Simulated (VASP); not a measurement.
Method: PBE GGA, VASP's PBE PAW potentials (set 64) (plane waves; VASP).

VASP input:

INCAR:
```
! general
SYSTEM=BN
PREC  =Accurate
ENCUT =600
LREAL =.False.   ! projection in real space or not
LASPH =.True.   ! aspherical one-centre terms

! electronic loop
EDIFF =1E-7
NELM  =100   ! most electronic steps
ALGO  =Normal   ! blocked Davidson

! smearing
ISMEAR=0   ! Gaussian
SIGMA =0.05   ! width (eV)

! functional
GGA   =PE   ! PBE

! ions
ISIF  =2   ! forces and stress, cell fixed

! output
LWAVE =.False.
LCHARG=.False.
```

**POSCAR**
```
BN
1.8127180
  0.0000000000   0.9999997994   0.9999997994
  0.9999997994   0.0000000000   0.9999997994
  0.9999997994   0.9999997994   0.0000000000
B N
1 1
Cart
  0.0000000000   0.0000000000   0.0000000000
  0.4999998997   0.4999998997   0.4999998997
```

**KPOINTS**
```
kpoints
0
Gamma
12 12 12
```

POTCAR, in this order: B N (PBE.64 set). Program: vasp_std.

Output of the run:

File OSZICAR:
```
       N       E                     dE             d eps       ncg     rms          rms(c)
DAV:   1     0.130745670002E+02    0.13075E+02   -0.55796E+03  1176   0.110E+03
DAV:   2    -0.181503824191E+02   -0.31225E+02   -0.30424E+02  1592   0.201E+02
DAV:   3    -0.184067949697E+02   -0.25641E+00   -0.25641E+00  1384   0.214E+01
DAV:   4    -0.184070624907E+02   -0.26752E-03   -0.26752E-03  1584   0.621E-01
DAV:   5    -0.184070625955E+02   -0.10480E-06   -0.10475E-06  1320   0.818E-03    0.663E+00
DAV:   6    -0.175393252680E+02    0.86774E+00   -0.34527E+00  1584   0.143E+01    0.324E+00
DAV:   7    -0.174687056279E+02    0.70620E-01   -0.88570E-02  1512   0.299E+00    0.188E+00
DAV:   8    -0.174543468319E+02    0.14359E-01   -0.41448E-02  1360   0.188E+00    0.188E-01
DAV:   9    -0.174545621244E+02   -0.21529E-03   -0.56144E-04  1216   0.262E-01    0.746E-02
DAV:  10    -0.174546381892E+02   -0.76065E-04   -0.13887E-04  1656   0.125E-01    0.156E-02
DAV:  11    -0.174546429748E+02   -0.47856E-05   -0.74004E-06  1320   0.277E-02    0.648E-03
DAV:  12    -0.174546429960E+02   -0.21166E-07   -0.13042E-06  1432   0.101E-02    0.452E-04
DAV:  13    -0.174546430156E+02   -0.19663E-07   -0.27291E-08   584   0.189E-03
   1 F= -.17454643E+02 E0= -.17454643E+02  d E =-.714737E-13
```

**OUTCAR**
```
------------------------ aborting loop because EDIFF is reached ----------------------------------------
  FORCE on cell =-STRESS in cart. coord.  units (eV):
  Direction    XX          YY          ZZ          XY          YZ          ZX
  --------------------------------------------------------------------------------------
  Total       -0.0203225     -0.0203225     -0.0203225     -0.0000000      0.0000000     -0.0000000
  in kB       -2.7331732     -2.7331732     -2.7331732     -0.0000000      0.0000000     -0.0000000
  external PRESSURE =      -2.7331732 kB  Pullay stress =       0.0000000 kB
  volume of cell :       11.91
      direct lattice vectors                 reciprocal lattice vectors
     0.000000000  1.812717636  1.812717636    -0.275828949  0.275828949  0.275828949
     1.812717636  0.000000000  1.812717636     0.275828949 -0.275828949  0.275828949
     1.812717636  1.812717636  0.000000000     0.275828949  0.275828949 -0.275828949
  FREE ENERGIE OF THE ION-ELECTRON SYSTEM (eV)
  ---------------------------------------------------
  free  energy   TOTEN  =       -17.4546430156 eV

  energy  without entropy=      -17.4546430156  energy(sigma->0) =      -17.45464302
```
(Selected blocks of OUTCAR.)

OUTCAR:
```
 val. band max:        7.2964539333   @ k =   0.0000   0.0000   0.0000

 cond. band min:      11.7467142247   @ k =   0.5000   0.5000   0.0000


 Fermi energy:         7.5219820333

 k-point     1 :       0.0000    0.0000    0.0000
  band No.  band energies     occupation
      1     -12.8364      2.00000
      2       7.2965      2.00000
      3       7.2965      2.00000
      4       7.2965      2.00000
      5      16.0750      0.00000
      6      16.0750      0.00000
      7      16.0750      0.00000
      8      17.5061      0.00000

 k-point     2 :       0.0833    0.0000    0.0000
  band No.  band energies     occupation
      1     -12.6685      2.00000
      2       6.3894      2.00000
      3       7.1176      2.00000
      4       7.1176      2.00000
      5      16.2721      0.00000
      6      16.3466      0.00000
      7      16.3466      0.00000
      8      18.0765      0.00000

 k-point     3 :       0.1667    0.0000    0.0000
  band No.  band energies     occupation
      1     -12.1714      2.00000
      2       4.3024      2.00000
      3       6.6820      2.00000
      4       6.6820      2.00000
      5      16.5664      0.00000
      6      16.9780      0.00000
      7      16.9780      0.00000
      8      19.4135      0.00000

 k-point     4 :       0.2500    0.0000    0.0000
  band No.  band energies     occupation
      1     -11.3688      2.00000
      2       1.8523      2.00000
      3       6.1785      2.00000
      4       6.1785      2.00000
      5      16.8526      0.00000
      6      17.5827      0.00000
      7      17.5827      0.00000
      8      20.7534      0.00000

 k-point     5 :       0.3333    0.0000    0.0000
  band No.  band energies     occupation
      1     -10.3242      2.00000
      2      -0.5202      2.00000
      3       5.7489      2.00000
      4       5.7489      2.00000
      5      17.1029      0.00000
      6      17.8962      0.00000
      7      17.8962      0.00000
...
```

The compound is BN in the zinc blende structure. It was relaxed first.
